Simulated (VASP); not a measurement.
Consider the following.

```
CELL_PARAMETERS angstrom
      1.51398    -2.62228     0.00000
      1.51398     2.62228     0.00000
      0.00000     0.00000     3.20208
ATOMIC_POSITIONS crystal
  Ti 0.00000 0.00000 0.00000
  B  0.33333 0.66667 0.50000
  B  0.66667 0.33333 0.50000
```

Computed with vdW-DF-cx, VASP's PBE PAW potentials (set 64) (plane waves; VASP). Numerical set-up: 520 eV cut-off, 13×13×11 Γ-centred mesh, tetrahedra with Blöchl corrections, potentials Ti_sv B.

The cores are frozen, which limits the accuracy of field gradients.

Q: Give the principal components of the electric field gradient (V/Å²) and the asymmetry η at each nucleus.

A: 
```
atom   Vxx   Vyy   Vzz     η
----  ----  ----  ----  ----
Ti1   -8.8  -8.8  17.6  0.00
B2    -2.2  -2.2   4.5  0.00
B3    -2.2  -2.2   4.5  0.00
```

The compound is TiB2 in the AlB2 type structure. It was relaxed first.
